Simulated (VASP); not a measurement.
# Ca3ZrN3 in VASP: further runs, part 2 of 2

VASP 6.6.1. The steps go on from the part before.

## 3. Relaxation of cell and atoms, PBE

This run uses another cell than the first one, of 16.30 Å³/atom, 0.894 times its volume.

INCAR

```
SYSTEM = Ca3ZrN3
PREC = Normal ; ENCUT = 520
EDIFF = 1E-4 ; ISMEAR = 0
SIGMA = 0.15 ; LREAL = .False.
LASPH = .True. ; NELM = 60
ALGO = Fast ; ISIF = 3
LWAVE = .False. ; LCHARG = .False.
GGA = PE ; IBRION = 2
NSW = 24 ; EDIFFG = -0.08
```

KPOINTS

```
regular mesh
0
Gamma
  3 3 3
  0 0 0
```

POSCAR

```
Ca3ZrN3
1.0
    4.8500000000      0.0000000000      0.0000000000
    0.0000000000      4.8500000000      0.0000000000
    0.0000000000      0.0000000000      4.8500000000
Ca Zr N
3 1 3
Direct
    0.5000000000      0.0000000000      0.5000000000
    0.5000000000      0.5000000000      0.0000000000
    0.0000000000      0.5000000000      0.5000000000
    0.0000000000      0.0000000000      0.0000000000
    0.5000000000      0.0000000000      0.0000000000
    0.0000000000      0.5000000000      0.0000000000
    0.0000000000      0.0000000000      0.5000000000
```

Potentials or basis: VASP PAW PBE potentials, release 64 (Ca_sv, Zr_sv, N).

Run with:

```bash
$ cat potpaw_PBE.64/Ca_sv/POTCAR potpaw_PBE.64/Zr_sv/POTCAR potpaw_PBE.64/N/POTCAR > POTCAR
$ mpirun -np 4 vasp_std > vasp.out
```

OUTCAR:

```text
SYSTEM = Ca3ZrN3
   PREC = Normal
   ENCUT = 520
   EDIFF = 1E-4
   ISMEAR = 0
   LREAL = .False.
   LASPH = .True.
   NELM = 60
   ISIF = 3
   GGA = PE
   IBRION = 2
   NSW = 24
   EDIFFG = -0.08

 ion  position               nearest neighbor table
   1  0.500  0.000  0.500-   5 2.42   7 2.42   5 2.42   7 2.42   4 3.43   4 3.43   4 3.43   4 3.43

   2  0.500  0.500  0.000-   5 2.42   6 2.42   5 2.42   6 2.42   4 3.43   4 3.43   4 3.43   4 3.43

   3  0.000  0.500  0.500-   6 2.42   7 2.42   6 2.42   7 2.42   4 3.43   4 3.43   4 3.43   4 3.43

   4  0.000  0.000  0.000-   5 2.42   6 2.42   7 2.42   7 2.42   6 2.42   5 2.42   1 3.43   3 3.43
                             1 3.43   2 3.43   3 3.43   2 3.43   3 3.43   1 3.43   2 3.43   3 3.43
   5  0.500  0.000  0.000-   1 2.42   2 2.42   4 2.42   1 2.42   2 2.42   4 2.42
   6  0.000  0.500  0.000-   2 2.42   3 2.42   4 2.42   3 2.42   4 2.42   2 2.42
   7  0.000  0.000  0.500-   1 2.42   3 2.42   4 2.42   4 2.42   3 2.42   1 2.42

  LATTYP: Found a simple cubic cell.
 ALAT       =     4.8500000000

  Lattice vectors:

 A1 = (   4.8500000000,   0.0000000000,   0.0000000000)
 A2 = (   0.0000000000,   4.8500000000,   0.0000000000)
 A3 = (   0.0000000000,   0.0000000000,   4.8500000000)

Analysis of symmetry for initial positions (statically):
=====================================================================
 Subroutine PRICEL returns:
 Original cell was already a primitive cell.

 Routine SETGRP: Setting up the symmetry group for a
 simple cubic supercell.

 Subroutine GETGRP returns: Found 48 space group operations
 (whereof 48 operations were pure point group operations)
 out of a pool of 48 trial point group operations.

The static configuration has the point symmetry O_h .

Analysis of symmetry for dynamics (positions and initial velocities):
=====================================================================
 Subroutine PRICEL returns:
 Original cell was already a primitive cell.

 Routine SETGRP: Setting up the symmetry group for a
 simple cubic supercell.

 Subroutine GETGRP returns: Found 48 space group operations
 (whereof 48 operations were pure point group operations)
 out of a pool of 48 trial point group operations.

The dynamic configuration has the point symmetry O_h .

 Subroutine INISYM returns: Found 48 space group operations
 (whereof 48 operations are pure point group operations),
 and found     1 'primitive' translations

----------------------------------------------------------------------------------------

                                     Primitive cell

  volume of cell :     114.0841

  direct lattice vectors                    reciprocal lattice vectors
     4.850000000  0.000000000  0.000000000     0.206185567  0.000000000  0.000000000
     0.000000000  4.850000000  0.000000000     0.000000000  0.206185567  0.000000000
     0.000000000  0.000000000  4.850000000     0.000000000  0.000000000  0.206185567

  length of vectors
     4.850000000  4.850000000  4.850000000     0.206185567  0.206185567  0.206185567

  position of ions in fractional coordinates (direct lattice)
     0.500000000  0.000000000  0.500000000
     0.500000000  0.500000000  0.000000000
     0.000000000  0.500000000  0.500000000
     0.000000000  0.000000000  0.000000000
     0.500000000  0.000000000  0.000000000
     0.000000000  0.500000000  0.000000000
     0.000000000  0.000000000  0.500000000

  ion indices of the primitive-cell ions
   primitive index   ion index
                 1           1
                 2           2
                 3           3
                 4           4
                 5           5
                 6           6
                 7           7

----------------------------------------------------------------------------------------

 KPOINTS: regular mesh

Automatic generation of k-mesh.
 Grid dimensions read from file:
 generate k-points for:    3    3    3

 Generating k-lattice:

  Cartesian coordinates                     Fractional coordinates (reciprocal lattice)
     0.068728522  0.000000000  0.000000000     0.333333333  0.000000000  0.000000000
     0.000000000  0.068728522  0.000000000     0.000000000  0.333333333  0.000000000
     0.000000000  0.000000000  0.068728522     0.000000000  0.000000000  0.333333333

  Length of vectors
     0.068728522  0.068728522  0.068728522

  Shift w.r.t. Gamma in fractional coordinates (k-lattice)
     0.000000000  0.000000000  0.000000000

 Subroutine IBZKPT returns following result:
 ===========================================

 Found      4 irreducible k-points:

 Following reciprocal coordinates:
            Coordinates               Weight
  0.000000  0.000000  0.000000      1.000000
  0.333333  0.000000  0.000000      6.000000
  0.333333  0.333333  0.000000     12.000000
  0.333333  0.333333  0.333333      8.000000
   k-points           NKPTS =      4   k-points in BZ     NKDIM =      4   number of bands    NBANDS=     36
   number of dos      NEDOS =    301   number of ions     NIONS =      7
   total plane-waves  NPLWV =  21952
   dimension x,y,z NGX =    28 NGY =   28 NGZ =   28
   dimension x,y,z NGXF=    56 NGYF=   56 NGZF=   56
   ions per type =               3   1   3
   NGX,Y,Z   is equivalent  to a cutoff of   9.60,  9.60,  9.60 a.u.
   NGXF,Y,Z  is equivalent  to a cutoff of  19.20, 19.20, 19.20 a.u.
 SYSTEM =  Ca3ZrN3
   PREC   = normal    normal or accurate (medium, high low for compatibility)
   ISTART =      0    job   : 0-new  1-cont  2-samecut
   ICHARG =      2    charge: 1-file 2-atom 10-const
   ISPIN  =      1    spin polarized calculation?
   LNONCOLLINEAR =      F non collinear calculations
   LSORBIT =      F    spin-orbit coupling
   LASPH  =      T    aspherical Exc in radial PAW
   ENCUT  =  520.0 eV  38.22 Ry    6.18 a.u.   9.02  9.02  9.02*2*pi/ulx,y,z
   NELM   =     60;   NELMIN=  2; NELMDL= -5     # of ELM steps
   EDIFF  = 0.1E-03   stopping-criterion for ELM
   LREAL  =      F    real-space projection
   EDIFFG = -.8E-01   stopping-criterion for IOM
   NSW    =     24    number of steps for IOM
   IBRION =      2    ionic relax: 0-MD 1-quasi-New 2-CG
   NFREE  =      1    steps in history (QN), initial steepest desc. (CG)
   ISIF   =      3    stress and relaxation
   ISYM   =      2    0-nonsym 1-usesym 2-fastsym
   POTIM  = 0.5000    time-step for ionic-motion
   TEBEG  =    0.0;   TEEND  =   0.0 temperature during run
   PSTRESS=    0.0 pullay stress
   NELECT =      57.0000    total number of electrons
   NUPDOWN=      -1.0000    fix difference up-down
   EMIN   =  10.00;   EMAX   =-10.00  energy-range for DOS
   EFERMI =   0.00;   METHOD = LEGACY
   ISMEAR =     0;   SIGMA  =   0.15  broadening in eV -4-tet -1-fermi 0-gaus
   EFERMI_NEDOS =   21; number of points for ismear=-14 and -15
   IALGO  =     68    algorithm
   IMIX   =      4    mixing-type and parameters
     AMIX     =   0.40;   BMIX     =  1.00
     AMIX_MAG =   1.60;   BMIX_MAG =  1.00
  volume/ion in A,a.u.               =      16.30       109.98
  Fermi-wavevector in a.u.,A,eV,Ry     =   1.299047  2.454842 22.960130  1.687522
  Thomas-Fermi vector in A             =   2.430336
   LORBIT       =      0    0 simple, 1 ext, 2 COOP (PROOUT), +10 PAW based schemes
   GGA     = PE    functional components
   LHFCALC =     F    Hartree Fock is set to
   AEXX    =    0.0000 exact exchange contribution
   IVDW    =     0    specifies the selected vdW correction
   LEPSILON=     F    determine dielectric tensor
   LRPA    =     F    only Hartree local field effects (RPA)
 conjugate gradient relaxation of ions
 non-spin polarized calculation
 RMM-DIIS sequential band-by-band and
 Gauss-broadening in eV      SIGMA  =   0.15
  energy-cutoff  :      520.00
  volume of cell :      114.08
 maximum number of plane-waves:      3085
   NGX = 19   NGY = 19   NGZ = 19

--------------------------------------- Ionic step        1  -------------------------------------------

 number of electron      57.0000013 magnetization

 Free energy of the ion-electron system (eV)
  ---------------------------------------------------
  ext. energy  EPLUGINS =         0.00000000
  ---------------------------------------------------
  free energy    TOTEN  =       -46.20010740 eV

  energy without entropy =      -46.15383353  energy(sigma->0) =      -46.17697047

------------------------ aborting loop because EDIFF is reached ----------------------------------------

  FORCE on cell =-STRESS in cart. coord.  units (eV):
  Direction    XX          YY          ZZ          XY          YZ          ZX
  --------------------------------------------------------------------------------------
  -------------------------------------------------------------------------------------
  Total       -2.2607285     -2.2607285     -2.2607285      0.0000000     -0.0000000      0.0000000
  in kB      -31.7492717    -31.7492717    -31.7492717      0.0000000     -0.0000000      0.0000000
  external PRESSURE =     -31.7492717 kB  Pullay stress =       0.0000000 kB
[... 69 lines left out ...]
--------------------------------------- Ionic step        3  -------------------------------------------

 number of electron      57.0000037 magnetization

 Free energy of the ion-electron system (eV)
  ---------------------------------------------------
  ext. energy  EPLUGINS =         0.00000000
  ---------------------------------------------------
  free energy    TOTEN  =       -46.23300310 eV

  energy without entropy =      -46.18653777  energy(sigma->0) =      -46.20977044

 E-fermi :   5.3405     XC(G=0): -10.5217

 val. band max:        4.7976760396   @ k =   0.0000   0.0000   0.0000
 cond. band min:       5.3558737875   @ k =   0.3333   0.3333   0.0000
 fundamental gap:      0.5581977479
 Fermi energy:         5.3404971830

 k-point     1 :       0.0000    0.0000    0.0000
  band No.  band energies     occupation
      1     -43.8807      2.00000
      2     -34.1908      2.00000
      3     -34.0930      2.00000
      4     -34.0930      2.00000
      5     -21.8688      2.00000
      6     -21.8688      2.00000
[... 179 lines left out ...]
  FREE ENERGIE OF THE ION-ELECTRON SYSTEM (eV)
  ---------------------------------------------------
  free  energy   TOTEN  =       -46.2330031017 eV

  energy  without entropy=      -46.1865377708  energy(sigma->0) =      -46.20977044

 reached required accuracy - stopping structural energy minimisation
```

It took 6.8 s on 4 MPI ranks of Intel Xeon 6975P-C (Granite Rapids), shared host; peak memory 0.12 GiB.

What came out:

```
Free energy                            : -46.2330 eV
Relaxed volume                         : 15.83 Å³/atom
Relaxed cell                           : a = 4.804 Å, b = 4.804 Å, c = 4.804 Å, α = 90.00°, β = 90.00°, γ = 90.00°
Space group after relaxing (to 0.05 Å) : Pm-3m (No. 221)
Energy gained by relaxing              : 4.7 meV/atom
Ionic steps                            : 3
Pressure after relaxing                : -0.1 GPa
Band gap on the k mesh                 : none (metal or under the smearing width)
```

Step by step:
| step | energy change (eV) | largest force (eV/Å) | pressure (GPa) | volume (Å³) |
| --- | --- | --- | --- | --- |
| 1 | 0.0000 | 0.0000 | -3.17 | 114.08 |
| 2 | -0.0197 | 0.0000 | 2.12 | 108.83 |
| 3 | -0.0329 | 0.0000 | -0.06 | 110.84 |

Final structure:
```yaml
crystal:
  lattice:
    - [4.80354, 0.00000, 0.00000]
    - [0.00000, 4.80354, 0.00000]
    - [0.00000, 0.00000, 4.80354]
  atoms:
    - { symbol: Ca, position: [0.50000, 0.00000, 0.50000] }
    - { symbol: Ca, position: [0.50000, 0.50000, 0.00000] }
    - { symbol: Ca, position: [0.00000, 0.50000, 0.50000] }
    - { symbol: Zr, position: [0.00000, 0.00000, 0.00000] }
    - { symbol: N, position: [0.50000, 0.00000, 0.00000] }
    - { symbol: N, position: [0.00000, 0.50000, 0.00000] }
    - { symbol: N, position: [0.00000, 0.00000, 0.50000] }
```

Levels at points of the mesh, in eV from the Fermi level:
```csv
k point,band 25,band 26,band 27,band 28,band 29,band 30,band 31,band 32
"(0.00, 0.00, 0.00)",-0.75,-0.75,-0.54,-0.54,-0.54,0.03,0.03,0.03
```

Caveat: the k mesh is coarse (spacing up to 0.43 Å⁻¹), so the values aren't converged; the relaxation stopped at a loose force limit of 0.08 eV/Å, so its end isn't a converged minimum.

## 4. Relaxation of cell and atoms, PBE

This run uses another cell than the first one, of 17.38 Å³/atom, 0.954 times its volume.

INCAR is that of step 3.

KPOINTS is that of step 3.

POSCAR

```
Ca3ZrN3
1.0
    2.8805651500     -3.3805640000      0.0000000000
    2.8805651500      3.3805640000      0.0000000000
    0.0000000000      0.0000000000      6.2483050300
Ca Zr N
3 1 3
Direct
    0.0000000000      0.5000000000      0.5000000000
    0.5000000000      0.0000000000      0.5000000000
    0.0000000000      0.0000000000      0.0000000000
    0.5000000000      0.5000000000      0.0000000000
    0.3381999400      0.3381999400      0.5000000000
    0.6618000600      0.6618000600      0.5000000000
    0.0000000000      0.0000000000      0.5000000000
```

Run with:

```bash
$ cat potpaw_PBE.64/Ca_sv/POTCAR potpaw_PBE.64/Zr_sv/POTCAR potpaw_PBE.64/N/POTCAR > POTCAR
$ mpirun -np 4 vasp_std > vasp.out
```

Wall time 69 s (4 MPI ranks of Intel Xeon 6975P-C (Granite Rapids), shared host); peak memory 0.14 GiB.

The run converged. Its results:

| Quantity | Value |
| --- | --- |
| Free energy | -41.1967 eV |
| Relaxed volume | 19.09 Å³/atom |
| Relaxed cell | a = 5.513 Å, b = 5.513 Å, c = 4.397 Å, α = 90.00°, β = 90.00°, γ = 88.69° |
| Space group after relaxing (to 0.05 Å) | Cmmm (No. 65) |
| Energy gained by relaxing | 2283.2 meV/atom |
| Ionic steps | 21 |
| Pressure after relaxing | 0.1 GPa |
| Largest force after relaxing | 0.022 eV/Å |
| Band gap on the k mesh | none (metal or under the smearing width) |

Forces on the atoms (eV/Å):
```
Ca   0.000  0.000  0.000
Ca   0.000  0.000  0.000
Ca   0.000  0.000  0.000
Zr   0.000  0.000  0.000
N   -0.022  0.000  0.000
N    0.022  0.000  0.000
N    0.000  0.000  0.000
```

Stress tensor (GPa, compression positive):
```
 0.30  0.00  0.00
 0.00  0.10  0.00
 0.00  0.00 -0.15
```

The path:
```
step  energy change (eV)  largest force (eV/Å)  pressure (GPa)  volume (Å³)
   1              0.0000                4.8368           32.37       121.69
   2             -7.2428                2.3916          -14.44       186.39
   3             -8.4970                2.0205           -7.73       162.39
   4             -8.4987                2.0754           -7.12       160.98
   5            -11.6682                2.8481           -6.89       146.66
   6            -14.6833                4.3345            7.90       124.94
   7            -14.6728                0.9158            1.90       129.82
   8            -14.7581                2.5194            4.61       127.32
   9            -15.2943                0.4786            7.02       126.55
  10            -15.4771                0.2416            5.43       127.11
  11            -15.7423                1.6907           -1.97       135.98
  12            -15.7452                1.5397           -1.55       135.14
  13            -15.9153                0.0451           -1.38       136.18
  14            -15.9270                0.5701           -1.38       136.45
  15            -15.9796                0.1122           -0.28       134.16
  16            -15.9806                0.2082           -0.20       133.86
  17            -15.9809                0.2201           -0.40       133.74
  18            -15.9798                0.3164            0.00       133.49
  19            -15.9804                0.2654           -0.02       133.63
  20            -15.9794                0.4267            0.30       133.58
  21            -15.9821                0.0219            0.08       133.60
```

Final structure:
```
Ca Zr N
1.0
     3.94273   -3.85371    0.00000
     3.94273    3.85371    0.00000
     0.00000    0.00000    4.39659
Ca Zr N
3 1 3
Direct
  0.00000 0.50000 0.50000
  0.50000 0.00000 0.50000
  0.00000 0.00000 0.00000
  0.50000 0.50000 0.00000
  0.41119 0.41119 0.50000
  0.58881 0.58881 0.50000
  0.00000 0.00000 0.50000
```

Levels at points of the mesh, in eV from the Fermi level:
```
           k point  band 24  band 25  band 26  band 27  band 28  band 29  band 30  band 31  band 32  band 33
(0.00, 0.00, 0.00)    -2.44    -2.04    -1.09    -0.93    -0.10    -0.01     0.04     0.18     2.97     3.15
```

Caveat: the k mesh is coarse (spacing up to 0.48 Å⁻¹), so the values aren't converged; the relaxation stopped at a loose force limit of 0.08 eV/Å, so its end isn't a converged minimum.

## 5. Relaxation of cell and atoms, PBE

This run uses another cell than the first one, of 14.94 Å³/atom, 0.820 times its volume.

INCAR is that of step 4.

KPOINTS is that of step 4.

POSCAR

```
Ca3ZrN3
1.0
    4.7114921000      0.0000000000      0.0000000000
    0.0000000000      4.7114921000      0.0000000000
    0.0000000000      0.0000000000      4.7114921000
Ca Zr N
3 1 3
Direct
    0.0000000000      0.5000000000      0.0000000000
    0.0000000000      0.0000000000      0.5000000000
    0.5000000000      0.0000000000      0.0000000000
    0.5000000000      0.5000000000      0.5000000000
    0.5000000000      0.0000000000      0.5000000000
    0.5000000000      0.5000000000      0.0000000000
    0.0000000000      0.5000000000      0.5000000000
```

Run with:

```bash
$ cat potpaw_PBE.64/Ca_sv/POTCAR potpaw_PBE.64/Zr_sv/POTCAR potpaw_PBE.64/N/POTCAR > POTCAR
$ mpirun -np 4 vasp_std > vasp.out
```

It took 6.4 s on 4 MPI ranks of Intel Xeon 6975P-C (Granite Rapids), shared host; peak memory 0.12 GiB.

Results (log left out):

```
Free energy                            : -46.2264 eV
Relaxed volume                         : 15.83 Å³/atom
Relaxed cell                           : a = 4.804 Å, b = 4.804 Å, c = 4.804 Å, α = 90.00°, β = 90.00°, γ = 90.00°
Space group after relaxing (to 0.05 Å) : Pm-3m (No. 221)
Energy gained by relaxing              : 19.8 meV/atom
Ionic steps                            : 3
Pressure after relaxing                : -0.1 GPa
Band gap on the k mesh                 : none (metal or under the smearing width)
```

Step by step:
```tsv
step	energy change (eV)	largest force (eV/Å)	pressure (GPa)	volume (Å³)
1	0.0000	0.0000	7.31	104.59
2	-0.0769	0.0000	-4.19	115.25
3	-0.1384	0.0000	-0.08	110.84
```

Final structure:
```
CELL_PARAMETERS angstrom
4.80359 0.00000 0.00000
0.00000 4.80359 0.00000
0.00000 0.00000 4.80359
ATOMIC_POSITIONS crystal
Ca 0.00000 0.50000 0.00000
Ca 0.00000 0.00000 0.50000
Ca 0.50000 0.00000 0.00000
Zr 0.50000 0.50000 0.50000
N 0.50000 0.00000 0.50000
N 0.50000 0.50000 0.00000
N 0.00000 0.50000 0.50000
```

Levels at points of the mesh, in eV from the Fermi level:
```
           k point  band 25  band 26  band 27  band 28  band 29  band 30  band 31  band 32
(0.00, 0.00, 0.00)    -0.75    -0.75    -0.54    -0.54    -0.54     0.03     0.03     0.03
```

Caveat: the k mesh is coarse (spacing up to 0.44 Å⁻¹), so the values aren't converged; the relaxation stopped at a loose force limit of 0.08 eV/Å, so its end isn't a converged minimum.
